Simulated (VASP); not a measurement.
Here is the system:

```yaml
crystal:
  lattice:
    - [1.78172, -3.08603, 0.00000]
    - [1.78172, 3.08603, 0.00000]
    - [0.00000, 0.00000, 14.79749]
  atoms:
    - { symbol: Te, position: [0.33333, 0.66667, 0.87233] }
    - { symbol: Te, position: [0.66667, 0.33333, 0.37233] }
    - { symbol: Te, position: [0.66667, 0.33333, 0.12767] }
    - { symbol: Te, position: [0.33333, 0.66667, 0.62767] }
    - { symbol: Mo, position: [0.33333, 0.66667, 0.25000] }
    - { symbol: Mo, position: [0.66667, 0.33333, 0.75000] }
```

The numbers are results of PW91 GGA, VASP's PBE PAW potentials (set 64) (plane waves; VASP), not measurements. Run with 520 eV cut-off, 8×8×2 Γ-centred mesh, tetrahedra with Blöchl corrections, potentials Te Mo_sv.

Without a dispersion term in the relaxation, distances and binding between the weakly bound layers, chains or molecules are unreliable, and so is what depends on them.

What does the run give for the energy per atom (σ→0)?

The energy per atom (σ→0) comes out as -6.014 eV/atom.

The absolute energy has meaning only against runs of the same code, potentials and settings.

The compound is MoTe2 in the 2H layered structure. It was relaxed first, which changed the volume by +9 %.
